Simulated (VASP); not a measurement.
# WAu under changes of volume

One of the cells (25.115 Å³/atom); the others are scaled copies at fixed shape and fractional positions:

```
CELL_PARAMETERS angstrom
0.00000 2.92848 2.92848
2.92848 0.00000 2.92848
2.92848 2.92848 0.00000
ATOMIC_POSITIONS crystal
W 0.00000 0.00000 0.00000
Au 0.75000 0.75000 0.75000
```

The cell was built by a generator and needn't be a form met in nature.

- Program: VASP 6.6.1
- Functional: PBE
- Potentials or basis: VASP PAW PBE potentials, release 64 (W_sv, Au)
- Cutoff: 520 eV
- k mesh: 8 × 8 × 8
- Occupations: fermi-dirac, width 0.05 eV
- Spin: no spin polarisation

```csv
volume (Å³/atom),energy over the lowest point (meV/atom),pressure (GPa)
23.145,36.94,9.2
23.637,13.90,5.8
24.130,0.79,2.7
25.115,0.00,-2.3
25.607,10.44,-4.5
26.099,?,?
```

**Question.** What does the run at 26.099 Å³/atom give?

**Answer.** Energy over the lowest point 26.99 meV/atom; pressure -6.3 GPa.

Worked out: A Birch-Murnaghan fit of order 3 (a polynomial in V^(-2/3)) to the other rows has its minimum at 24.64 Å³/atom with B0 = V·E''(V) = 127 GPa and B' = 5.0. It gives 27.00 meV/atom at 26.099 Å³/atom, against the run's 26.99, and -dE/dV = -6.3 GPa, against -6.3.

Energies are extrapolated to zero smearing.
